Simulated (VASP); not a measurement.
Calculation: PBE GGA, VASP's PBE PAW potentials (set 64) (plane waves; VASP).

A VASP calculation is set up with these files.

**KPOINTS**
```
Automatic
0
gamma
9 9 9
```

### POSCAR
```
ZnSe
1.0
  0.0000000000   2.8671467967   2.8671467967
  2.8671467967   0.0000000000   2.8671467967
  2.8671467967   2.8671467967   0.0000000000
Zn Se
1 1
Direct
  0.0000000000   0.0000000000   0.0000000000
  0.2500000000   0.2500000000   0.2500000000
```

### INCAR
```
# general
SYSTEM  = ZnSe
PREC    = Accurate
ENCUT   = 400
LREAL   = .FALSE.
LASPH   = .TRUE.

# electronic loop
EDIFF   = 1E-7
NELM    = 100
ALGO    = Normal
LMAXMIX = 4

# smearing
ISMEAR  = -5

# functional
GGA     = PE

# ions
ISIF    = 2

# output
LWAVE   = .FALSE.
LCHARG  = .TRUE.
LORBIT  = 11
NEDOS   = 601
```

POTCAR, in this order: Zn Se (PBE.64 set). Program: vasp_std.

### Question
What does the run give for the energy per atom (σ→0), band gap (on the k-mesh)?

### Answer

| Property | Value |
|---|---|
| energy per atom (σ→0) | -3.016 eV/atom |
| band gap (on the k-mesh) | 1.15 eV |

File OSZICAR:
```
...
DAV:   7    -0.603116262384E+01    0.16730E-01   -0.18615E-01   995   0.432E+00    0.149E+00
DAV:   8    -0.603133877302E+01   -0.17615E-03   -0.41592E-03  1071   0.639E-01    0.456E-01
DAV:   9    -0.603161213778E+01   -0.27336E-03   -0.10713E-03  1025   0.285E-01    0.688E-02
DAV:  10    -0.603169896376E+01   -0.86826E-04   -0.12734E-04  1008   0.112E-01    0.164E-02
DAV:  11    -0.603171463907E+01   -0.15675E-04   -0.28736E-05  1033   0.549E-02    0.556E-03
DAV:  12    -0.603171600671E+01   -0.13676E-05   -0.35016E-06  1060   0.207E-02    0.405E-03
DAV:  13    -0.603171605053E+01   -0.43820E-07   -0.68766E-07   960   0.932E-03
   1 F= -.60317161E+01 E0= -.60317161E+01  d E =0.000000E+00
```

The compound is ZnSe in the zinc blende structure. It was relaxed first.
